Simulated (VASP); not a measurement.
# Mo: structure and properties in VASP, part 2 of 3

How well does PBEsol reproduce what experiment finds for Mo? The cell is relaxed first, and properties follow on it. The start is a cell from a database of measured crystal structures.

VASP 6.6.1, plane waves and PAW; the level of theory is named at each step.

Still holding for the runs below: The k-mesh is coarse for a metal.

So far. Step 2 (Relaxing cell and atoms (PBEsol)): It ends with forces that vanish by symmetry and a pressure of -0.01 GPa. The volume lies -1.9 % from that of the database's start, part of which can be the thermal and zero-point expansion of its experiment. Step 3 (Second relaxation): It ends with forces that vanish by symmetry and a pressure of -0.10 GPa. The volume moved by under 0.01 %: the run met its threshold at the first step. The relaxed cell has a = 3.126 Å (conventional setting).

### Step 4. Single point with fields (PBEsol)

Level of this step: PBEsol; plane waves and PAW (Mo_sv) (VASP).

A single point on the relaxed cell gives a clean self-consistent state, with density, ELF and potential written out.

INCAR

```
SYSTEM = Mo
PREC = Accurate
ENCUT = 400
EDIFF = 1E-06
NELM = 100
ISMEAR = 1
SIGMA = 0.2
LREAL = .FALSE.
ALGO = Normal
GGA = PS
NBANDS = 13
LORBIT = 11
LWAVE = .FALSE.
LCHARG = .TRUE.
ISIF = 2
LELF = .TRUE.
LVHAR = .TRUE.
```

POSCAR

```
Mo
1.0
   -1.5632452756      1.5632452756      1.5632452756
    1.5632452756     -1.5632452756      1.5632452756
    1.5632452756      1.5632452756     -1.5632452756
Mo
1
Direct
    0.0000000000      0.0000000000      0.0000000000
```

KPOINTS

```
Automatic mesh
0
Gamma
10 10 10
0 0 0
```

Potentials, in the order of the species: Mo_sv (PBE family, release 64).

The run is started by

```bash
$ mpirun -np 2 vasp_std
```

What it wrote:

```text
[banner, memory and clock lines left out]
running    2 mpi-ranks, on    1 nodes
 distrk:  each k-point on    2 cores,    1 groups
 distr:  one band on    1 cores,    2 groups

 POSCAR found type information on POSCAR Mo
 POSCAR found :  1 types and       1 ions
 [... a notice as in an earlier step ...]

 LDA part: xc-table for (Slater+PW92), standard interpolation
|                                                                             |
|           W    W    AA    RRRRR   N    N  II  N    N   GGGG   !!!           |
|           W    W   A  A   R    R  NN   N  II  NN   N  G    G  !!!           |
|           W    W  A    A  R    R  N N  N  II  N N  N  G       !!!           |
|           W WW W  AAAAAA  RRRRR   N  N N  II  N  N N  G  GGG   !            |
|           WW  WW  A    A  R   R   N   NN  II  N   NN  G    G                |
|           W    W  A    A  R    R  N    N  II  N    N   GGGG   !!!           |
|                                                                             |
|     The number of bands has been changed from the values supplied in        |
|     The orbitals not found in the WAVECAR file will be initialized with     |
|     random numbers, which is usually adequate. For correlated               |
|     calculations, however, you should redo the groundstate calculation.     |
|     I found NBANDS = 13. Now, NBANDS = 14.                                  |
|                                                                             |

 POSCAR, INCAR and KPOINTS ok, starting setup
 FFT: planning ... GRIDC
 FFT: planning ... GRID_SOFT
 FFT: planning ... GRID
 WAVECAR not read
 entering main loop
       N       E                     dE             d eps       ncg     rms          rms(c)
DAV:   1     0.728308479855E+02    0.72831E+02   -0.68983E+03  1348   0.859E+02
DAV:   2    -0.116854460622E+02   -0.84516E+02   -0.81744E+02  1580   0.261E+02
DAV:   3    -0.125141663597E+02   -0.82872E+00   -0.82777E+00  1478   0.254E+01
DAV:   4    -0.125157800833E+02   -0.16137E-02   -0.16137E-02  1556   0.137E+00
DAV:   5    -0.125157887019E+02   -0.86187E-05   -0.86166E-05  1466   0.875E-02    0.167E+01
DAV:   6    -0.118529159516E+02    0.66287E+00   -0.68959E-01  1364   0.101E+01    0.452E+00
DAV:   7    -0.117664559845E+02    0.86460E-01   -0.11792E-01  1442   0.399E+00    0.888E-01
DAV:   8    -0.117610648937E+02    0.53911E-02   -0.41326E-03  1376   0.756E-01    0.152E-01
DAV:   9    -0.117610477750E+02    0.17119E-04   -0.79473E-05  1544   0.101E-01    0.709E-02
DAV:  10    -0.117610505169E+02   -0.27420E-05   -0.10034E-05  1388   0.359E-02    0.164E-03
DAV:  11    -0.117610507394E+02   -0.22245E-06   -0.75683E-08   724   0.287E-03
   1 F= -.11761051E+02 E0= -.11760774E+02  d E =-.831587E-03
```

Elapsed: 7.8 s, on 2 MPI ranks of AMD EPYC 7R43, shared host; peak memory 0.15 GiB; 14 s of CPU time.

Parts of OUTCAR (step 4):

```text
The static configuration has the point symmetry O_h .

 Found     47 irreducible k-points:

   k-points           NKPTS =     47   k-points in BZ     NKDIM =     47   number of bands    NBANDS=     14

   NELECT =      14.0000    total number of electrons

 E-fermi :  12.9558

 k-point     1 :       0.0000    0.0000    0.0000
  band No.  band energies     occupation
    ...
      4     -21.5686      2.00000
      5       5.4742      2.00000
      6      11.4380      2.00000
      7      11.4380      2.00000
      8      11.4380      2.00000
      9      14.5354     -0.00000
     10      14.5354     -0.00000
     11      27.6742      0.00000
     12      27.6742      0.00000
     13      27.6742      0.00000
    ...

 k-point     2 :       0.1000    0.0000    0.0000
  band No.  band energies     occupation
    ...
      4     -21.5718      2.00000
      5       5.9192      2.00000
      6      11.1858      2.00000
      7      11.3828      2.00000
      8      11.8646      2.00000
      9      14.2000     -0.00000
     10      14.5433     -0.00000
     11      27.9903      0.00000
     12      28.4339      0.00000
     13      28.5331      0.00000
    ...

  Total       -0.0099683     -0.0099683     -0.0099683     -0.0000000      0.0000000     -0.0000000
  in kB       -1.0451753     -1.0451753     -1.0451753     -0.0000000      0.0000000     -0.0000000
  external PRESSURE =      -1.0451753 kB  Pullay stress =       0.0000000 kB

 POSITION                                       TOTAL-FORCE (eV/Angst)
 -----------------------------------------------------------------------------------
      0.00000      0.00000      0.00000         0.000000      0.000000     -0.000000
 -----------------------------------------------------------------------------------
    total drift:                                0.000000     -0.000000      0.000000

  FREE ENERGIE OF THE ION-ELECTRON SYSTEM (eV)
  ---------------------------------------------------
  free  energy   TOTEN  =       -11.7610507394 eV

  energy  without entropy=      -11.7602191521  energy(sigma->0) =      -11.76077354

[... 10 parts as in an earlier step ...]

[... 3 further parts left out ...]
```

This step gave:

| Property | Result |
| --- | --- |
| SCF cycles | 11 |
| bands | 14 |
| pressure | -0.1045 GPa |

Valence electrons inside each PAW sphere by angular momentum. Sphere charges, by row:

```tsv
atom	s (e)	p (e)	d (e)	tot (e)
Mo1	2.391	6.209	3.965	12.56
```

Electrostatic potential energy in the ac plane of the conventional cell at fractional y = 0.000, with atoms of Mo within 0.2 Å of it. With pseudopotentials it is smooth inside the atoms' cores, unlike the true potential.

Ten even steps from '0' (-67 eV) to '9' (1 eV), each cell a mean:
```
00136999985200
01247999986410
23468999998642
55789999999865
88999999999988
99999999999999
99999999999999
99999999999999
89999999999999
66789999999876
33578999998643
11357999997421
00136999985310
00136899985200
```
Columns run along a (3.1 Å; values clipped at the 3rd and 97th percentile), rows up along c (3.1 Å), edges of the conventional cell, whose origin can differ from the input's. Atoms in or near the plane, at fractional coordinates: Mo at (0.00, 0.00).

Valence density in the ac plane of the conventional cell at fractional y = 0.000, with atoms of Mo within 0.2 Å of it. It is the smooth field of the valence electrons, not physical close to the nuclei.

Ten even steps from '0' (0.3 e/Å³) to '9' (7.4 e/Å³), each cell a mean:
```
98520000001379
76410000000257
33100000000123
11000000000001
00000000000000
00000000000000
00000000000000
00000000000000
00000000000000
00000000000000
22100000000012
65310000000145
98520000001368
99620000001379
```
Columns run along a (3.1 Å), rows up along c (3.1 Å), edges of the conventional cell, whose origin can differ from the input's. Atoms in or near the plane, at fractional coordinates: Mo at (0.00, 0.00).

ELF in the ac plane of the conventional cell at fractional y = 0.000, with atoms of Mo within 0.2 Å of it. It is the smooth field of the valence electrons, not physical close to the nuclei.

Values, 14 rows by 14 columns, each cell a mean:
```
0.48 0.60 0.69 0.56 0.30 0.20 0.29 0.35 0.26 0.20 0.36 0.62 0.69 0.58
0.66 0.69 0.68 0.50 0.28 0.24 0.34 0.39 0.31 0.22 0.32 0.56 0.71 0.69
0.64 0.61 0.52 0.37 0.26 0.30 0.39 0.44 0.38 0.27 0.26 0.40 0.56 0.62
0.38 0.36 0.31 0.28 0.29 0.37 0.42 0.45 0.42 0.34 0.27 0.26 0.32 0.36
0.19 0.21 0.24 0.30 0.36 0.40 0.42 0.42 0.42 0.40 0.34 0.27 0.22 0.20
0.24 0.27 0.33 0.39 0.42 0.41 0.38 0.37 0.39 0.42 0.42 0.38 0.31 0.26
0.34 0.36 0.41 0.45 0.44 0.41 0.37 0.36 0.37 0.42 0.45 0.44 0.39 0.35
0.27 0.30 0.36 0.41 0.43 0.41 0.38 0.37 0.38 0.42 0.42 0.39 0.34 0.29
0.18 0.20 0.25 0.33 0.39 0.41 0.41 0.41 0.41 0.40 0.37 0.30 0.24 0.20
0.30 0.29 0.26 0.25 0.31 0.39 0.43 0.44 0.42 0.36 0.29 0.26 0.28 0.30
0.58 0.55 0.45 0.31 0.25 0.33 0.41 0.45 0.39 0.30 0.28 0.37 0.50 0.56
0.69 0.70 0.65 0.45 0.26 0.25 0.36 0.41 0.33 0.24 0.31 0.52 0.68 0.69
0.54 0.64 0.70 0.55 0.29 0.20 0.30 0.36 0.27 0.21 0.36 0.61 0.69 0.60
0.33 0.54 0.69 0.58 0.30 0.18 0.27 0.34 0.24 0.19 0.38 0.64 0.66 0.48
```
Columns run along a (3.1 Å), rows up along c (3.1 Å), edges of the conventional cell, whose origin can differ from the input's. Atoms in or near the plane, at fractional coordinates: Mo at (0.00, 0.00).

In this run the pressure is -0.10 GPa, small enough to go on; single stress components reach 0.10 GPa.

### Step 5. Band structure (PBEsol)

The mesh alone shows little of the dispersion and can miss band extrema, so KPOINTS_OPT adds a path through the symmetry points after the self-consistent cycle.

INCAR

```
SYSTEM = Mo
PREC = Accurate
ENCUT = 400
EDIFF = 1E-06
NELM = 100
ISMEAR = 1
SIGMA = 0.2
LREAL = .FALSE.
ALGO = Normal
GGA = PS
NBANDS = 18
LORBIT = 11
LWAVE = .FALSE.
LCHARG = .FALSE.
KPAR = 2
```

POSCAR is that of step 4.

KPOINTS is that of step 4.

KPOINTS_OPT

```
Line mode
16
Line-mode
Reciprocal
  0.00000000   0.00000000   0.00000000 GAMMA
  0.50000000  -0.50000000   0.50000000 H

  0.50000000  -0.50000000   0.50000000 H
  0.00000000   0.00000000   0.50000000 N

  0.00000000   0.00000000   0.50000000 N
  0.00000000   0.00000000   0.00000000 GAMMA

  0.00000000   0.00000000   0.00000000 GAMMA
  0.25000000   0.25000000   0.25000000 P

  0.25000000   0.25000000   0.25000000 P
  0.50000000  -0.50000000   0.50000000 H

  0.25000000   0.25000000   0.25000000 P
  0.00000000   0.00000000   0.50000000 N
```

The run is started by

```bash
$ mpirun -np 2 vasp_std
```

What it wrote:

```text
[... set-up lines as in an earlier step ...]
 entering main loop
       N       E                     dE             d eps       ncg     rms          rms(c)
DAV:   1     0.861450576972E+02    0.86145E+02   -0.62060E+03  1726   0.661E+02
DAV:   2    -0.112463922209E+02   -0.97391E+02   -0.93473E+02  1932   0.230E+02
DAV:   3    -0.125133361230E+02   -0.12669E+01   -0.12628E+01  1952   0.257E+01
DAV:   4    -0.125157797887E+02   -0.24437E-02   -0.24436E-02  1868   0.130E+00
DAV:   5    -0.125157887288E+02   -0.89402E-05   -0.89385E-05  1902   0.719E-02    0.167E+01
DAV:   6    -0.118529533998E+02    0.66284E+00   -0.44824E-01  1764   0.785E+00    0.455E+00
DAV:   7    -0.117664390275E+02    0.86514E-01   -0.74020E-02  1822   0.313E+00    0.892E-01
DAV:   8    -0.117610611273E+02    0.53779E-02   -0.41636E-03  1784   0.604E-01    0.147E-01
DAV:   9    -0.117610484933E+02    0.12634E-04   -0.63699E-05  1962   0.758E-02    0.730E-02
DAV:  10    -0.117610504308E+02   -0.19375E-05   -0.10146E-05  1830   0.317E-02    0.290E-03
DAV:  11    -0.117610507521E+02   -0.32134E-06   -0.11078E-07  1002   0.294E-03
   1 F= -.11761051E+02 E0= -.11760774E+02  d E =-.831713E-03
 Start KPOINTS_OPT (optional k-point list driver)
k-point batch [1-47\96]
       N       E                     dE             ncg
DAV:   1    -0.349397752327E+04   -0.24815E+05     1748
DAV:   2    -0.789189574218E+04   -0.43979E+04     1966
DAV:   3    -0.794663176742E+04   -0.54736E+02     1936
DAV:   4    -0.794674886553E+04   -0.11710E+00     1870
DAV:   5    -0.794674932827E+04   -0.46274E-03     1910
DAV:   6    -0.794674933151E+04   -0.32365E-05     1772
DAV:   7    -0.794674933161E+04   -0.99602E-07     1422
[...]
k-point batch [95-96\96]
       N       E                     dE             ncg
DAV:   1     0.241988305811E+05   -0.13965E+04       72
DAV:   2     0.240080832120E+05   -0.19075E+03       86
DAV:   3     0.240048771478E+05   -0.32061E+01       74
DAV:   4     0.240048712727E+05   -0.58751E-02       88
DAV:   5     0.240048712506E+05   -0.22092E-04       74
DAV:   6     0.240048712505E+05   -0.14651E-06       96
```

The job ended after 16 s (2 MPI ranks; peak memory 0.19 GiB; 31 s of CPU time).

OUTCAR, selected parts (step 5):

```text
   k-points           NKPTS =     47   k-points in BZ     NKDIM =     47   number of bands    NBANDS=     18

   NELECT =      14.0000    total number of electrons

 E-fermi :  12.9558

 k-point     2 :       0.1000    0.0000    0.0000
  band No.  band energies     occupation
    ...
      4     -21.5717      2.00000
      5       5.9192      2.00000
      6      11.1858      2.00000
      7      11.3828      2.00000
      8      11.8647      2.00000
      9      14.2000     -0.00000
     10      14.5434     -0.00000
     11      27.9903      0.00000
     12      28.4339      0.00000
     13      28.5331      0.00000
    ...

  Total       -0.0107202     -0.0107202     -0.0107202      0.0000000      0.0000000      0.0000000
  in kB       -1.1240194     -1.1240194     -1.1240194      0.0000000      0.0000000      0.0000000
  external PRESSURE =      -1.1240194 kB  Pullay stress =       0.0000000 kB

 POSITION                                       TOTAL-FORCE (eV/Angst)
 -----------------------------------------------------------------------------------
      0.00000      0.00000      0.00000        -0.000000      0.000000      0.000000
 -----------------------------------------------------------------------------------
    total drift:                                0.000000     -0.000000      0.000000

  FREE ENERGIE OF THE ION-ELECTRON SYSTEM (eV)
  ---------------------------------------------------
  free  energy   TOTEN  =       -11.7610507521 eV

  energy  without entropy=      -11.7602190388  energy(sigma->0) =      -11.76077351

[... 10 parts as in an earlier step ...]

[... 6 further parts left out ...]
```

Spin-orbit coupling is off here; it would split degenerate levels.

Numbers from this step:

| Quantity | Value |
| --- | --- |
| bands | 18 |
| pressure | -0.1124 GPa |

The electronic bands at the labelled points (eV, zero at the Fermi level; # counts the bands kept in this run):

```tsv
point	#1	#2	#3	#4	#5	#6
Γ	-7.48	-1.52	-1.52	-1.52	1.58	1.58
0.47 of the way	-4.12	-2.57	-0.94	-0.94	0.52	3.23
H	-5.76	-5.76	4.04	4.04	4.04	9.08
0.53 of the way	-4.63	-3.28	-1.24	0.09	4.47	7.34
N	-5.61	-3.63	1.57	1.63	2.28	4.84
0.47 of the way	-5.38	-2.80	-1.63	1.10	1.30	1.78
Γ	-7.48	-1.52	-1.52	-1.52	1.58	1.58
0.53 of the way	-4.05	-3.09	-3.09	1.69	1.69	3.83
P	-2.79	-2.79	-2.79	2.41	2.41	9.64
0.47 of the way	-3.38	-3.14	-3.14	2.19	2.19	10.40
H	-5.76	-5.76	4.04	4.04	4.04	9.08
jump to P	-2.79	-2.79	-2.79	2.41	2.41	9.64
0.53 of the way	-4.49	-3.60	-0.49	1.94	2.33	7.52
N	-5.61	-3.63	1.57	1.63	2.28	4.84
```

The electronic bands as a text plot (rows in eV, shown from -7.5 to 1.3 only):

```
    1.2 | *    *            *    * **
    0.8 |               *     *   *      *                     *
    0.4 |  *  *            **  *                        *
    0.0 |    *  *       ***       *                           *
   -0.3 |   *                      *
   -0.7 |   *  *                *       *              *
   -1.1 |  * **                     *  *                     *
   -1.4 |****            * *        ***
   -1.8 |    *                   ****  **             *     *
   -2.2 |                 *        *     *    *
   -2.5 |     *           *       *       *  * * ***       *
   -2.9 |                  *     *             **   *      *
   -3.3 |      *         *  *   *          ****  *   *      *
   -3.6 |                    ***            *                ****
   -4.0 |     ***                          *      *** *      *
   -4.4 |               *                              *
   -4.7 |    *   *      ***                                   *
   -5.1 |        **    *   *    *         *             *      *
   -5.5 |         **  **    **** *                       *      *
   -5.8 |   *       **            *      *                *
   -6.2 |                          *
   -6.6 |  *
   -6.9 | *                         *   *
   -7.3 |*                           ***
         Γ           H       N        Γ         P        H|P    N
```

There is no gap at this level.

(Part 2 of 3 ends here.)

[Lines on the potential files, build, host, timing and source positions are cut from VASP's logs without a mark.]

[Logs are printed without paths, hosts, clocks, repeated set-up lines and the standing remarks that a program may print on its own settings, such as how far it seeks lower states.]

[Hosts, paths, dates, database ids (printed as entryN), source tags and the programs' standing remarks are cut or masked in the printed files.]

[A measured line is paired with the nearest computed mode of its activity, which favours agreement.]

[In band tables of VASP the shares of atoms and orbitals are scaled to a sum of 1 inside the atoms' spheres.]
